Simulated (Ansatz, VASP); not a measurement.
# Two plane-wave programs on Ca2Al2O3

```
Ca Al O
1.0
     2.68902    1.55250    4.16616
    -2.68902    1.55250    4.16616
     0.00000   -3.10501    4.16616
Ca Al O
2 2 3
Direct
  0.00000 0.00000 0.00000
  0.50000 0.50000 0.50000
  0.75654 0.75654 0.75654
  0.24346 0.24346 0.24346
  0.50000 0.00000 0.00000
  0.00000 0.00000 0.50000
  0.00000 0.50000 0.00000
```

Change from the starting cell: species swapped into the Ni3Pb2S2 type (R-3m, No. 166).

Alike in both runs: functional PBE; k mesh 4 × 4 × 4; occupations gaussian, width 0.2 eV; no spin polarisation.

Ansatz relaxed the structure, and its values are those at the end. VASP's run is a single point on that final structure, the one shown.

```csv
,VASP,Ansatz
version,VASP 6.6.1,Ansatz 0.2.0
potentials or method,"VASP PAW PBE potentials, release 64 (Ca_sv, Al, O)","scalar-relativistic, plane waves, PAW"
plane-wave cutoff (eV),520,420
valence electrons in the cell,44,44
```

|  | VASP | Ansatz | Ansatz less VASP |
| --- | --- | --- | --- |
| gap on the k mesh at the Fermi level (eV) | none | none | - |
| pressure (GPa) | 0.8 | 0.7 | -0.11 |
| rms of the force components (eV/Å) | 0.004 | 0.003 | -0.0004 |

A gap of «none» marks a metal or a gap that the smearing closes. With one functional, cell and mesh, what is left measures potentials, basis and numerics.
